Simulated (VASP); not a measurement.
VASP runs on MgTe (space group P6_3mc) share one base input (PBE GGA, plane waves, VASP's PBE PAW potentials (set 64)) and change the settings named in each case.

### POSCAR
```
MgTe
1
    4.5034450000     0.0000000000     0.0000000000
   -2.2517230000     3.9000980000     0.0000000000
    0.0000000000     0.0000000000     7.2972350000
Mg Te
2 2
Direct
  0.3333330000   0.6666670000   0.9959900000
  0.6666670000   0.3333330000   0.4959900000
  0.3333330000   0.6666670000   0.3740100000
  0.6666670000   0.3333330000   0.8740100000
```

KPOINTS:
```
Automatic mesh
0
G
  6 6 3
0 0 0
```

**INCAR**
```
SYSTEM = MgTe
PREC = Accurate
ENCUT = 300
EDIFF = 1E-6
NELM = 100
ALGO = Normal
LREAL = .FALSE.
LASPH = .TRUE.
ISMEAR = 0
SIGMA = 0.01
GGA = PE
LMAXMIX = 4
LWAVE = .FALSE.
LCHARG = .FALSE.
ISIF = 2
```

POTCAR, in this order: Mg Te (PBE.64 set). Program: vasp_std.

```csv
change,E(σ→0) (eV/atom),pressure (GPa),−TS (eV)
base run,-3.1811,2.90,0.0000
"EDIFF = 1E-09, ENCUT = 420, KPOINTS 9×9×5 Γ-centred mesh",-3.1822,2.90,0.0000
"EDIFF = 1E-04, KPOINTS 4×4×4 Γ-centred mesh",-3.1741,2.97,0.0000
"ENCUT = 240, GGA removed, SIGMA = 0.2, KPOINTS 6×6×6 Γ-centred mesh, POTCAR Mg Te (LDA.64 set)",-3.6530,?,0.0000
"EDIFF = 1E-03, ENCUT = 240, SIGMA = 0.5, KPOINTS 2×2×2 Γ-centred mesh shifted by (0.5, 0.5, 0.5)",-3.2449,2.49,0.0000
"ENCUT = 210, KPOINTS 4×4×4 Γ-centred mesh",-3.1726,2.93,0.0000
"ENCUT = 180, ISMEAR = -1, SIGMA = 0.2, KPOINTS 1×1×1 Γ-centred mesh shifted by (0.5, 0.5, 0.5)",-3.4329,2.00,-0.0007
"AEXX = 0.2, AGGAC = 0.81, AGGAX = 0.72, ALDAC = 0.19, GGA = B3, HFRCUT = -1, ISYM = 3, LHFCALC = .TRUE., PRECFOCK = Fast, KPOINTS 3×3×3 Γ-centred mesh",-3.4321,3.50,0.0000
"AEXX = 0.25, HFSCREEN = 0.2, ISYM = 3, LHFCALC = .TRUE., PRECFOCK = Fast, KPOINTS 3×3×3 Γ-centred mesh",-3.7449,2.26,0.0000
```

### Question
Complete the blanks.

### Answer

- ENCUT = 240, GGA removed, SIGMA = 0.2, KPOINTS 6×6×6 Γ-centred mesh, POTCAR Mg Te (LDA.64 set), pressure (GPa): 0.28

Energies of different potentials or functionals have different zeros. Unless said otherwise, spin-orbit coupling is left out, though it shifts the bands of the heavy elements here.

Left out are runs that ran out of time, are held back, or changed the cell or the kind of run, fixed moments of cells without a moment, rows past the twelfth, gaps on odd meshes, pressures of charged cells and columns that move by less than the noise.

The structure comes from a computed database's MgTe entry; how it stands against other phases isn't given here. The cell was not relaxed at this level, its lattice was scaled by up to 2.5 %.
